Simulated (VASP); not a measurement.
# Sn2Bi2O in VASP: a series of runs, part 4 of 4

VASP 6.6.1. Earlier steps stand in the parts before.

### 7 Relaxation of cell and atoms, PBE

This run uses another cell than the first one, of 26.22 Å³/atom, 0.953 times its volume.

File INCAR:

```
SYSTEM = Sn2Bi2O
PREC = Normal
ENCUT = 520
EDIFF = 1E-4
ISMEAR = 0
SIGMA = 0.15
LREAL = .FALSE.
LASPH = .TRUE.
NELM = 60
ALGO = Fast
ISIF = 3
LWAVE = .FALSE.
LCHARG = .FALSE.
GGA = PE
IBRION = 2
NSW = 24
EDIFFG = -0.08
```

File KPOINTS:

```
regular mesh
0
G
  4 4 2
  0 0 0
```

File POSCAR:

```
Sn2Bi2O
1.0
    4.7963167600      0.0000000000      0.0000000000
   -2.3981583800      4.1537321600      0.0000000000
    0.0000000000      0.0000000000      6.5801734000
Sn Bi O
2 2 1
Direct
    0.3333333300      0.6666666700      0.0000000000
    0.6666666700      0.3333333300      0.0000000000
    0.0000000000      0.0000000000      0.8193695400
    0.0000000000      0.0000000000      0.1806304600
    0.0000000000      0.0000000000      0.5000000000
```

Potentials or basis: VASP PAW PBE potentials, release 64 (Sn_d, Bi_d, O).

On the command line:

```bash
> cat potpaw_PBE.64/Sn_d/POTCAR potpaw_PBE.64/Bi_d/POTCAR potpaw_PBE.64/O/POTCAR > POTCAR
> mpirun -np 1 vasp_std > vasp.out
```

OUTCAR:

```text
SYSTEM = Sn2Bi2O
   PREC = Normal
   ENCUT = 520
   EDIFF = 1E-4
   ISMEAR = 0
   LREAL = .FALSE.
   LASPH = .TRUE.
   NELM = 60
   ISIF = 3
   GGA = PE
   IBRION = 2
   NSW = 24
   EDIFFG = -0.08

 ion  position               nearest neighbor table
   1  0.333  0.667  0.000-   2 2.77   2 2.77   2 2.77   4 3.01   3 3.01   4 3.01   3 3.01   4 3.01
                             3 3.01
   2  0.667  0.333  0.000-   1 2.77   1 2.77   1 2.77   4 3.01   3 3.01   3 3.01   4 3.01   3 3.01
                             4 3.01
   3  0.000  0.000  0.819-   5 2.10   4 2.38   1 3.01   2 3.01   2 3.01   1 3.01   2 3.01   1 3.01

   4  0.000  0.000  0.181-   5 2.10   3 2.38   1 3.01   2 3.01   2 3.01   1 3.01   2 3.01   1 3.01

   5  0.000  0.000  0.500-   3 2.10   4 2.10

  LATTYP: Found a hexagonal cell.
 ALAT       =     4.7963167600
 C/A-ratio  =     1.3719221914

  Lattice vectors:
[... 620 lines left out ...]

[... ionic steps 4 to 14 ...]

--------------------------------------- Ionic step       15  -------------------------------------------

 number of electron      64.0000004 magnetization

------------------------ aborting loop because EDIFF is reached ----------------------------------------
[... 73 lines left out ...]
--------------------------------------- Ionic step       17  -------------------------------------------

 number of electron      64.0000003 magnetization

 Free energy of the ion-electron system (eV)
  ---------------------------------------------------
  ext. energy  EPLUGINS =         0.00000000
  ---------------------------------------------------
  free energy    TOTEN  =       -20.45663619 eV

  energy without entropy =      -20.40910701  energy(sigma->0) =      -20.43287160

 E-fermi :   3.9059     XC(G=0):  -7.9740

 val. band max:        3.9040064215   @ k =   0.2500   0.0000   0.0000
 cond. band min:       3.9970665297   @ k =   0.2500   0.0000   0.5000
 fundamental gap:      0.0930601082
 Fermi energy:         3.9058731603

 k-point     1 :       0.0000    0.0000    0.0000
  band No.  band energies     occupation
      1     -19.4318      2.00000
      2     -19.1802      2.00000
      3     -19.1802      2.00000
      4     -19.1787      2.00000
      5     -19.1787      2.00000
      6     -19.1574      2.00000
[... 349 lines left out ...]
  FREE ENERGIE OF THE ION-ELECTRON SYSTEM (eV)
  ---------------------------------------------------
  free  energy   TOTEN  =       -20.4566361913 eV

  energy  without entropy=      -20.4091070065  energy(sigma->0) =      -20.43287160

 reached required accuracy - stopping structural energy minimisation
```

CONTCAR:

```text
Sn2Bi2O
   1.00000000000000
     5.2855302376566806   -0.0000000000000000    0.0000000000000000
    -2.6427651188283403    4.5774034599104390    0.0000000000000000
    -0.0000000000000000    0.0000000000000000    7.5968081128304856
  Sn              Bi              O
     2     2     1
Direct
     0.3333333300000021    0.6666666699999979    0.0000000000000000
     0.6666666699999979    0.3333333300000021    0.0000000000000000
     0.0000000000000000    0.0000000000000000    0.7783159816624147
     0.0000000000000000    0.0000000000000000    0.2216840183375854
     0.0000000000000000    0.0000000000000000    0.5000000000000000

  0.00000000E+00  0.00000000E+00  0.00000000E+00
  0.00000000E+00  0.00000000E+00  0.00000000E+00
  0.00000000E+00  0.00000000E+00  0.00000000E+00
  0.00000000E+00  0.00000000E+00  0.00000000E+00
  0.00000000E+00  0.00000000E+00  0.00000000E+00
```

It took 5.2 min on 1 thread of Intel Xeon Platinum 8259CL at 2.50GHz (Skylake/Cascade Lake), shared host; peak memory 0.2 GiB.

Results:

* Free energy: -20.4566 eV
* Relaxed volume: 36.76 Å³/atom
* Relaxed cell: a = 5.286 Å, b = 5.286 Å, c = 7.597 Å, α = 90.00°, β = 90.00°, γ = 120.00°
* Space group after relaxing (to 0.05 Å): P6/mmm (No. 191)
* Energy gained by relaxing: 1282.9 meV/atom
* Ionic steps: 17
* Pressure after relaxing: -0.1 GPa
* Largest force after relaxing: 0.069 eV/Å
* Band gap on the k mesh: none (metal or under the smearing width)

Forces in eV/Å, atoms in the order of the input:
```
Sn   0.000  0.000  0.000
Sn   0.000  0.000  0.000
Bi   0.000  0.000 -0.069
Bi   0.000  0.000  0.069
O    0.000  0.000  0.000
```

Stress tensor (GPa, compression positive):
```
-0.16  0.00  0.00
 0.00 -0.16  0.00
 0.00  0.00  0.01
```

Step by step:
```
step  energy change (eV)  largest force (eV/Å)  pressure (GPa)  volume (Å³)
   1              0.0000               13.3627           35.11       131.09
   2             -2.2601                1.6193           -4.06       271.50
   3             -4.1797                1.7183           -4.20       246.40
   4             -5.3041                1.6609           -3.57       226.66
   5             -6.2449                1.4749            3.30       174.69
   6             -6.2498                1.6620            0.99       184.96
   7             -6.2631                1.5456            1.50       181.87
   8             -6.2564                0.4577           -2.21       191.43
   9             -6.3537                0.4566           -0.62       186.41
  10             -6.3538                0.4772           -0.38       186.16
  11             -6.3782                0.3590           -0.16       184.67
  12             -6.4057                0.0642            0.72       180.37
  13             -6.4072                0.1434            0.45       181.51
  14             -6.4076                0.0212            0.50       181.08
  15             -6.4143                0.1123            0.19       183.74
  16             -6.4142                0.1152           -0.06       183.93
  17             -6.4143                0.0687           -0.10       183.80
```

Final structure:
```xyz
5
Lattice="5.2855 0.0000 0.0000 -2.6428 4.5774 0.0000 0.0000 0.0000 7.5968" Properties=species:S:1:pos:R:3 pbc="T T T"
Sn    0.0000    3.0516    0.0000
Sn    2.6428    1.5258    0.0000
Bi    0.0000    0.0000    5.9127
Bi    0.0000    0.0000    1.6841
O     0.0000    0.0000    3.7984
```

Caveat: the k mesh is coarse (spacing up to 0.48 Å⁻¹), so the values aren't converged; the volume moved by over 15 % at a fixed basis, so the end points are rough; spin-orbit coupling is left out, which moves the levels of the heavy elements; the relaxation stopped at a loose force limit of 0.08 eV/Å, so its end isn't a converged minimum.

### 8 The runs side by side

```tsv
k mesh	gap on the mesh (eV)	pressure (GPa)	relaxed volume (Å³/atom)	largest force (eV/Å)
4 × 4 × 4	none	-0.2	25.31	0.05
3 × 3 × 3	none	0.2	31.90	-
3 × 3 × 2	none	0.1	29.27	-
4 × 4 × 2	none	-0.1	36.76	0.07
```

Alike in all rows: task relaxation of cell and atoms; level PBE; potentials or basis VASP PAW PBE potentials, release 64 (Sn_d, Bi_d, O); no spin polarisation; cell relaxed; cutoff (eV) 520; smearing gaussian 0.15 eV; the mesh is coarse, so values aren't converged.

Caveats: all runs use coarse meshes; spin-orbit coupling is left out, which moves the levels of the heavy elements; the relaxation stopped at a loose force limit of 0.08 eV/Å, so its end isn't a converged minimum; the volume moved by over 15 % at a fixed basis, so the end points are rough (some runs).

Total energies depend on the potentials used, so only differences within one code and one set of settings carry meaning.
